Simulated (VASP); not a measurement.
Runs of VASP 6.6.1 on C. The structure is hexagonal, space group P6_3/mmc (No. 194). The conventional cell has a = 2.461 Å, b = 2.461 Å, c = 6.708 Å, α = 90.00°, β = 90.00°, γ = 120.00°. C (site symmetry -6m2) is surrounded by 3 C at 1.42 Å. C (site symmetry -6m2) is surrounded by 3 C at 1.42 Å. The cell was built by a generator and needn't be a form met in nature.

```csv
level,gap on the mesh (eV),pressure (GPa)
r2SCAN+rVV10,0.59,(a)
PBE,0.56,(d)
PBE+D4,0.56,0.0
PBE+TS,0.56,-0.3
PBE+MBD,0.56,0.7
vdW-DF2,0.54,5.7
optB88-vdW,0.54,1.7
SCAN,0.59,-2.4
SCAN+rVV10,0.59,(c)
PBE+D3(BJ),0.56,(b)
r2SCAN,0.60,-0.7
vdW-DF,0.56,6.5
```

Alike in all rows: task single point; potentials or basis VASP PAW PBE potentials, release 64 (C); no spin polarisation; cell as given; k mesh 16 × 16 × 4; cutoff (eV) 520; smearing fermi-dirac 0.05 eV.

**Question.** Fill in the values left out.

**Answer.** (a) -1.3; (b) 1.9; (c) -2.8; (d) 3.2.

Caveats: the PAW data sets were made with another functional, which shifts forces and pressure a little (some runs); this functional lacks dispersion, which binds the layers, so the pressure and a relaxed spacing across them are unreliable (some runs).

A k mesh can miss the band edges.
